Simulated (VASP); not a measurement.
Here is the system:

```yaml
crystal:
  lattice:
    - [0.00000, 2.38803, 2.38803]
    - [2.38803, 0.00000, 2.38803]
    - [2.38803, 2.38803, 0.00000]
  atoms:
    - { symbol: Ca, position: [0.00000, 0.00000, 0.00000] }
    - { symbol: O, position: [0.50000, 0.50000, 0.50000] }
```

All values below come from PBEsol GGA, VASP's PBE PAW potentials (set 64) (plane waves; VASP). Run with 520 eV cut-off, Gaussian smearing of 0.050 eV, potentials Ca_sv O.

**Question.** Give the energies of bands 6 to 11 at the high-symmetry points, in eV from the valence-band maximum.

**Answer.** 
```
band     Γ      X      U      L      W
----  ----  -----  -----  -----  -----
6     0.00  -1.31  -1.38  -2.74  -1.34
7     0.00  -0.37  -1.23  -1.26  -1.08
8     0.00  -0.37  -0.81  -1.26  -1.08
9     4.72   3.53   5.09   7.11   6.32
10    6.24   8.19   8.07   8.48   6.32
11    6.24   9.03   8.72   8.48   8.54
```

The gap is indirect, 3.53 eV, from the valence maximum at Γ to the conduction minimum at X.

The compound is CaO in the rock salt structure. It was relaxed first.
